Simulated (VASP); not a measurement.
Here is the system:

```
N
1.0
    3.71589     0.00000     0.00000
   -1.85795     3.21806     0.00000
    0.00000     0.00000     7.37584
N
4
Direct
  0.33333   0.66667   0.32506
  0.66667   0.33333   0.67494
  0.66667   0.33333   0.83861
  0.33333   0.66667   0.17494
```

Method: r2SCAN meta-GGA, VASP's PBE PAW potentials (set 64) (plane waves; VASP 6.6.1). Run with 600 eV cut-off, 6×6×4 Γ-centred mesh, Gaussian smearing of 0.050 eV, potentials N.

Question: Give the force on each atom (eV/Å).

Answer: 
```json
[
 {"atom": "N1", "Fx": "0.000", "Fy": "0.000", "Fz": "-0.117"},
 {"atom": "N2", "Fx": "0.000", "Fy": "0.000", "Fz": "11.006"},
 {"atom": "N3", "Fx": "0.000", "Fy": "0.000", "Fz": "-11.023"},
 {"atom": "N4", "Fx": "0.000", "Fy": "0.000", "Fz": "0.134"}
]
```

Question: Give the stress tensor in GPa (positive for a compressed cell).

Answer: 
```
  0.15    0.00    0.00
  0.00    0.15    0.00
  0.00    0.00  -24.03
```
The pressure is its mean diagonal, -7.91 GPa.

The structure comes from a computed database's N entry (P6_3/mmc); how it stands against other phases isn't given here. This cell was strained or had an atom moved on purpose.
